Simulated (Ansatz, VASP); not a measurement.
## Two plane-wave programs on Hf2TiN3

```
Hf Ti N
1.0
     3.06408    0.00000    0.00000
    -1.53204    2.65357    0.00000
     0.00000    0.00000    7.44586
Hf Ti N
2 1 3
Direct
  0.33333 0.66667 0.67544
  0.66667 0.33333 0.32456
  0.00000 0.00000 0.00000
  0.66667 0.33333 0.84546
  0.00000 0.00000 0.50000
  0.33333 0.66667 0.15454
```

Alike in both runs: functional PBE; k mesh 12 × 12 × 6; occupations gaussian, width 0.1 eV; no spin polarisation.

Ansatz relaxed the structure, and its values are those at the end. VASP's run is a single point on that final structure, the one shown.

```csv
,VASP,Ansatz
version,VASP 6.6.1,Ansatz 0.2.0
potentials or method,"VASP PAW PBE potentials, release 64 (Hf_pv, Ti_sv, N)","scalar-relativistic, plane waves, PAW"
plane-wave cutoff (eV),520,420
valence electrons in the cell,47,79
```

|  | VASP | Ansatz | Ansatz less VASP |
| --- | --- | --- | --- |
| gap on the k mesh at the Fermi level (eV) | none | none | - |
| rms of the force components (eV/Å) | 0.049 | 0.002 | -0.0470 |

A gap of «none» marks a metal or a gap that the smearing closes. The two sets of potentials don't hold the same shells in valence.

 The runs have no spin-orbit coupling, so splittings on Hf are missing.
